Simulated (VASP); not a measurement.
Mg3SbAs, 5 atoms in the cell. It takes space group Pm-3m (No. 221, cubic). The conventional cell has a = 5.314 Å, b = 5.314 Å, c = 5.314 Å, α = 90.00°, β = 90.00°, γ = 90.00°. Around Sb (site symmetry m-3m) lie 12 Mg at 3.76 Å. Around As (site symmetry m-3m) lie 6 Mg at 2.66 Å. Mg (site symmetry 4/mmm) is surrounded by 2 As at 2.66 Å. The cell comes from a database or a generator and needn't be the stable form of this composition.

```yaml
Program: VASP 6.6.1
Task: single point
Functional: LDA
Potentials_or_basis: VASP PAW LDA potentials, release 64 (Sb, As, Mg)
Cutoff: 520 eV
k_mesh: 4 × 4 × 4
Occupations: gaussian, width 0.05 eV
Spin: no spin polarisation
Dipole_correction: no
Further_INCAR_settings: ALGO = Normal; EDIFF = 1e-06; NBANDS = 16
```

Potentials or basis: VASP PAW LDA potentials, release 64 (Sb, As, Mg).

The run is started by

```console
$ cat potpaw_LDA.64/Sb/POTCAR potpaw_LDA.64/As/POTCAR potpaw_LDA.64/Mg/POTCAR > POTCAR
$ mpirun -np 1 vasp_std > vasp.out
```

Hardware: 1 thread of Intel(R) Xeon(R) 6975P-C (Granite Rapids) (shared host).

Problem. How long does it take, and how much memory?

Solution. Run time: 10 s on 1 thread of Intel(R) Xeon(R) 6975P-C (Granite Rapids) (shared host), peak memory 0.2 GiB. Counts: scf iterations 14, k points 10.
